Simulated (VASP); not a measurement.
These are modified Becke-Johnson potential (mBJ), VASP's PBE PAW potentials (set 64) (plane waves; VASP 6.6.1) values and carry that method's errors.

A VASP calculation is set up with these files.

**POSCAR**
```
SrCl2
1
    0.0000000000     3.5201566424     3.5201566424
    3.5201566424     0.0000000000     3.5201566424
    3.5201566424     3.5201566424     0.0000000000
Sr Cl
1 2
Direct
  0.0000000000   0.0000000000   0.0000000000
  0.2500000000   0.2500000000   0.2500000000
  0.7500000000   0.7500000000   0.7500000000
```

### KPOINTS
```
kpoints
0
Gamma
 4 4 4
```

### INCAR
```
ALGO = Normal
AMIX = 0.1
EDIFF = 1E-6
ENCUT = 520
IMIX = 1
ISIF = 0
ISMEAR = 0
LASPH = .TRUE.
LCHARG = .FALSE.
LMAXMIX = 4
LMIXTAU = .TRUE.
LREAL = .FALSE.
LWAVE = .FALSE.
METAGGA = MBJ
NELM = 300
PREC = Accurate
SIGMA = 0.05
SYSTEM = SrCl2
```

KPOINTS_OPT:
```
k-points along high-symmetry lines
11
Line-mode
Reciprocal
  0.000000   0.000000   0.000000 ! GAMMA
  0.500000   0.000000   0.500000 ! X

  0.500000   0.000000   0.500000 ! X
  0.625000   0.250000   0.625000 ! U

  0.375000   0.375000   0.750000 ! K
  0.000000   0.000000   0.000000 ! GAMMA

  0.000000   0.000000   0.000000 ! GAMMA
  0.500000   0.500000   0.500000 ! L

  0.500000   0.500000   0.500000 ! L
  0.500000   0.250000   0.750000 ! W

  0.500000   0.250000   0.750000 ! W
  0.500000   0.000000   0.500000 ! X
```

POTCAR, in this order: Sr_sv Cl (PBE.64 set). Program: vasp_std. Read from the step before: WAVECAR.

The run wrote:

### OSZICAR
```
...
DAV: 221     0.250632209689E+03    0.25238E+01   -0.70791E+00   272   0.229E+01    0.250E+02
DAV: 222     0.245353444473E+03   -0.52788E+01   -0.11115E+01   272   0.325E+01    0.291E+02
DAV: 223     0.247925876705E+03    0.25724E+01   -0.24435E+02   256   0.215E+02    0.155E+02
DAV: 224     0.252451992584E+03    0.45261E+01   -0.25830E+01   256   0.593E+01    0.717E+01
DAV: 225     0.251735132724E+03   -0.71686E+00   -0.15857E+00   328   0.106E+01    0.657E+01
DAV: 226     0.251811355048E+03    0.76222E-01   -0.86529E-01   304   0.101E+01    0.830E+01
DAV: 227     0.235499905659E+03   -0.16311E+02   -0.20354E+02   256   0.229E+02    0.232E+02
DAV: 228    -0.864826229957E+03   -0.11003E+04   -0.75518E+03   392   0.209E+03    0.471E+02
DAV: 229     0.166579070669E+03    0.10314E+04   -0.44931E+03   256   0.541E+02    0.235E+02
DAV: 230     0.218333580539E+03    0.51755E+02   -0.19017E+03   384   0.237E+02    0.216E+02
DAV: 231     0.251289249275E+03    0.32956E+02   -0.33218E+02   320   0.133E+02    0.173E+02
DAV: 232     0.242523157981E+03   -0.87661E+01   -0.19292E+02   256   0.101E+02    0.213E+02
DAV: 233     0.246469862359E+03    0.39467E+01   -0.18388E+02   296   0.156E+02    0.171E+02
DAV: 234    -0.114872744543E+04   -0.13952E+04   -0.11950E+04   400   0.320E+03    0.438E+02
DAV: 235     0.132670716474E+03    0.12814E+04   -0.51687E+03   280   0.554E+02    0.129E+02
DAV: 236     0.180385417640E+03    0.47715E+02   -0.36156E+03   368   0.349E+02    0.598E+02
DAV: 237     0.254280383284E+03    0.73895E+02   -0.67504E+02   288   0.236E+02    0.199E+02
DAV: 238     0.248340574495E+03   -0.59398E+01   -0.36510E+02   256   0.270E+02    0.324E+02
DAV: 239     0.247921981840E+03   -0.41859E+00   -0.21132E+02   272   0.161E+02    0.227E+02
DAV: 240     0.254107496940E+03    0.61855E+01   -0.83019E+01   328   0.118E+02    0.985E+01
DAV: 241     0.255893555797E+03    0.17861E+01   -0.11437E+01   280   0.360E+01    0.124E+02
DAV: 242     0.204612245060E+03   -0.51281E+02   -0.39396E+02   328   0.363E+02    0.413E+02
DAV: 243     0.251118777981E+03    0.46507E+02   -0.63451E+02   256   0.259E+02    0.223E+02
DAV: 244     0.242005432199E+03   -0.91133E+01   -0.19335E+02   256   0.716E+01    0.267E+02
DAV: 245     0.253441547439E+03    0.11436E+02   -0.49616E+01   336   0.601E+01    0.167E+02
DAV: 246     0.248188312364E+03   -0.52532E+01   -0.25682E+01   256   0.467E+01    0.247E+02
DAV: 247     0.227003561497E+03   -0.21185E+02   -0.64529E+02   256   0.396E+02    0.362E+02
DAV: 248     0.249740028130E+03    0.22736E+02   -0.34817E+02   256   0.189E+02    0.238E+02
DAV: 249     0.240795763932E+03   -0.89443E+01   -0.37962E+02   256   0.247E+02    0.321E+02
DAV: 250     0.248983926669E+03    0.81882E+01   -0.22495E+02   256   0.151E+02    0.277E+02
DAV: 251     0.250966221818E+03    0.19823E+01   -0.14259E+02   256   0.140E+02    0.989E+01
DAV: 252     0.233773035160E+03   -0.17193E+02   -0.12287E+02   264   0.165E+02    0.267E+02
DAV: 253     0.248760495873E+03    0.14987E+02   -0.33104E+02   256   0.184E+02    0.259E+02
DAV: 254     0.218334170594E+03   -0.30426E+02   -0.82202E+02   256   0.414E+02    0.414E+02
DAV: 255     0.250653927976E+03    0.32320E+02   -0.41306E+02   264   0.197E+02    0.256E+02
DAV: 256     0.251184407541E+03    0.53048E+00   -0.13748E+02   256   0.111E+02    0.474E+01
DAV: 257     0.227648028698E+03   -0.23536E+02   -0.22315E+02   288   0.221E+02    0.274E+02
DAV: 258     0.250226748756E+03    0.22579E+02   -0.37870E+02   256   0.190E+02    0.213E+02
DAV: 259     0.244157593129E+03   -0.60692E+01   -0.13971E+02   272   0.677E+01    0.276E+02
DAV: 260     0.252894400131E+03    0.87368E+01   -0.12733E+02   336   0.131E+02    0.480E+01
DAV: 261     0.249174357172E+03   -0.37200E+01   -0.30629E+01   264   0.778E+01    0.129E+02
DAV: 262     0.246871878751E+03   -0.23025E+01   -0.17628E+02   264   0.148E+02    0.294E+02
DAV: 263     0.251406089227E+03    0.45342E+01   -0.12677E+02   256   0.129E+02    0.438E+01
DAV: 264    -0.216419692378E+03   -0.46783E+03   -0.42082E+03   416   0.150E+03    0.370E+02
DAV: 265     0.200794640459E+03    0.41721E+03   -0.27683E+03   256   0.420E+02    0.537E+02
DAV: 266     0.240463487686E+03    0.39669E+02   -0.18865E+03   288   0.214E+02    0.118E+02
DAV: 267     0.254484395294E+03    0.14021E+02   -0.18518E+02   288   0.135E+02    0.162E+02
DAV: 268     0.249398608047E+03   -0.50858E+01   -0.87778E+01   264   0.746E+01    0.225E+02
DAV: 269     0.242795451653E+03   -0.66032E+01   -0.71990E+01   288   0.567E+01    0.256E+02
DAV: 270     0.251769570210E+03    0.89741E+01   -0.67731E+01   336   0.890E+01    0.462E+01
DAV: 271     0.251180626804E+03   -0.58894E+00   -0.69557E+00   256   0.227E+01    0.925E+01
DAV: 272     0.238166725602E+03   -0.13014E+02   -0.18300E+02   264   0.198E+02    0.251E+02
DAV: 273     0.246587829336E+03    0.84211E+01   -0.14682E+01   272   0.276E+01    0.179E+02
DAV: 274     0.246977865027E+03    0.39004E+00   -0.20534E+02   256   0.163E+02    0.268E+02
DAV: 275     0.251313321077E+03    0.43355E+01   -0.60642E+01   256   0.816E+01    0.345E+01
DAV: 276     0.203400829176E+03   -0.47912E+02   -0.55155E+02   312   0.423E+02    0.206E+02
DAV: 277     0.243222378322E+03    0.39822E+02   -0.64326E+02   256   0.246E+02    0.214E+02
DAV: 278     0.246646223256E+03    0.34238E+01   -0.31007E+02   264   0.134E+02    0.131E+02
DAV: 279     0.248306262598E+03    0.16600E+01   -0.86230E+01   312   0.955E+01    0.158E+02
DAV: 280     0.246272747479E+03   -0.20335E+01   -0.22479E+02   256   0.157E+02    0.270E+02
DAV: 281     0.249853328255E+03    0.35806E+01   -0.89134E+01   272   0.770E+01    0.544E+01
DAV: 282     0.232945163478E+03   -0.16908E+02   -0.27329E+02   280   0.246E+02    0.259E+02
DAV: 283     0.163796199467E+03   -0.69149E+02   -0.27285E+02   352   0.275E+02    0.181E+02
DAV: 284     0.247486913656E+03    0.83691E+02   -0.75553E+02   256   0.273E+02    0.201E+01
DAV: 285     0.245792415895E+03   -0.16945E+01   -0.31123E+02   256   0.955E+01    0.153E+02
DAV: 286     0.248976429550E+03    0.31840E+01   -0.97388E+01   360   0.624E+01    0.255E+02
DAV: 287     0.252243612304E+03    0.32672E+01   -0.16779E+02   256   0.142E+02    0.121E+02
DAV: 288     0.247749387562E+03   -0.44942E+01   -0.50369E+01   256   0.741E+01    0.189E+02
DAV: 289     0.247987747026E+03    0.23836E+00   -0.20636E+02   256   0.144E+02    0.269E+02
DAV: 290     0.249335333102E+03    0.13476E+01   -0.24738E+02   256   0.188E+02    0.185E+02
DAV: 291     0.253529566404E+03    0.41942E+01   -0.15875E+01   264   0.411E+01    0.287E+01
DAV: 292     0.249346274688E+03   -0.41833E+01   -0.28812E+01   280   0.799E+01    0.165E+02
DAV: 293     0.248146482304E+03   -0.11998E+01   -0.18138E+02   256   0.148E+02    0.281E+02
DAV: 294     0.250299591155E+03    0.21531E+01   -0.22246E+02   256   0.184E+02    0.144E+02
DAV: 295     0.254081319782E+03    0.37817E+01   -0.14457E+01   272   0.419E+01    0.128E+01
DAV: 296     0.252461053809E+03   -0.16203E+01   -0.98002E+00   280   0.407E+01    0.102E+02
DAV: 297    -0.884565732557E+05   -0.88709E+05   -0.74427E+05   432   0.139E+05    0.567E+03
DAV: 298     0.822419796986E+02    0.88539E+05   -0.16129E+04   384   0.100E+03    0.974E+02
DAV: 299     0.238344013792E+03    0.15610E+03   -0.46433E+03   424   0.364E+02    0.596E+02
DAV: 300     0.252613002101E+03    0.14269E+02   -0.39969E+02   344   0.181E+02
   1 F= 0.25261300E+03 E0= 0.25261300E+03  d E =-.421857E-15
       N       E                     dE             ncg
       N       E                     dE             ncg
       N       E                     dE             ncg
       N       E                     dE             ncg
       N       E                     dE             ncg
       N       E                     dE             ncg
       N       E                     dE             ncg
       N       E                     dE             ncg
       N       E                     dE             ncg
```

### OUTCAR
```
------------------------ aborting loop EDIFF was not reached (unconverged)  ----------------------------
  volume of cell :       87.24
      direct lattice vectors                 reciprocal lattice vectors
     0.000000000  3.520156642  3.520156642    -0.142039134  0.142039134  0.142039134
     3.520156642  0.000000000  3.520156642     0.142039134 -0.142039134  0.142039134
     3.520156642  3.520156642  0.000000000     0.142039134  0.142039134 -0.142039134
 POSITION                                       TOTAL-FORCE (eV/Angst)
 -----------------------------------------------------------------------------------
      0.00000      0.00000      0.00000        -0.000000     -0.000000     -0.000000
      1.76008      1.76008      1.76008        -0.000000     -0.000000     -0.000000
      5.28023      5.28023      5.28023         0.000000      0.000000      0.000000
 -----------------------------------------------------------------------------------
    total drift:                               -0.000000     -0.000000      0.000000
  FREE ENERGIE OF THE ION-ELECTRON SYSTEM (eV)
  ---------------------------------------------------
  free  energy   TOTEN  =       252.6130021015 eV

  energy  without entropy=      252.6130021015  energy(sigma->0) =      252.61300210

     CMBJ =    1.0000

     CMBJA=   -0.0120

     CMBJB=    1.0230

     CMBJE=    0.5000

    CMBJ =    2.0000
```
(Selected blocks of OUTCAR.)

**stdout**
```
...
DAV: 300     0.252613002101E+03    0.14269E+02   -0.39969E+02   344   0.181E+02

 -----------------------------------------------------------------------------
|                                                                             |
|           W    W    AA    RRRRR   N    N  II  N    N   GGGG   !!!           |
|           W    W   A  A   R    R  NN   N  II  NN   N  G    G  !!!           |
|           W    W  A    A  R    R  N N  N  II  N N  N  G       !!!           |
|           W WW W  AAAAAA  RRRRR   N  N N  II  N  N N  G  GGG   !            |
|           WW  WW  A    A  R   R   N   NN  II  N   NN  G    G                |
|           W    W  A    A  R    R  N    N  II  N    N   GGGG   !!!           |
|                                                                             |
|     The electronic self-consistency was not achieved in the given           |
|     number of steps (NELM). The forces and other quantities evaluated       |
|     might not be reliable so examine the results carefully. If you find     |
|     spurious results, we suggest increasing NELM, if you were close to      |
|     convergence or switching to a different ALGO or adjusting the           |
|     density mixing parameters otherwise.                                    |
|                                                                             |
 -----------------------------------------------------------------------------

   1 F= 0.25261300E+03 E0= 0.25261300E+03  d E =-.421857E-15
 Start KPOINTS_OPT (optional k-point list driver)
k-point batch [1-8\66]
       N       E                     dE             ncg
k-point batch [9-16\66]
       N       E                     dE             ncg
k-point batch [17-24\66]
       N       E                     dE             ncg
k-point batch [25-32\66]
       N       E                     dE             ncg
k-point batch [33-40\66]
       N       E                     dE             ncg
k-point batch [41-48\66]
       N       E                     dE             ncg
k-point batch [49-56\66]
       N       E                     dE             ncg
k-point batch [57-64\66]
       N       E                     dE             ncg
k-point batch [65-66\66]
       N       E                     dE             ncg
```

The run did not converge; its last values are not results.

mBJ is a potential without an energy functional, so only the levels count.

The compound is SrCl2 in the fluorite structure. It was relaxed first. The cell's shape comes from a PBE relaxation.
